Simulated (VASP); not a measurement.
Energy against volume of HfO₂ (fluorite). All values below come from optB86b-vdW, VASP's PBE PAW potentials (set 64) (plane waves; VASP). Numerical set-up: 520 eV cut-off, 8×8×8 Γ-centred mesh, Gaussian smearing of 0.050 eV, potentials Hf_pv O.

| V (Å³/atom) | E (eV/atom) |
|---|---|
| 10.398 | -8.36910 |
| 10.720 | -8.37795 |
| 11.041 | -8.37086 |
| 11.363 | -8.35011 |

**Question.** Fit these four points and predict the energy of the run at 10.077 Å³/atom.

**Answer.** A cubic in V^(−2/3), the third-order Birch-Murnaghan form, passes through the four points with V0 = 10.73 Å³/atom and B0 = 263 GPa, and gives -8.3416 eV/atom there. The run gave -8.3415 eV/atom, +0.1 meV/atom from the fit; all five points give B0 = 264 GPa.

The compound is HfO2 in the fluorite structure, the high-temperature cubic form, which is unstable at 0 K; the monoclinic form is the stable one. It was relaxed first.
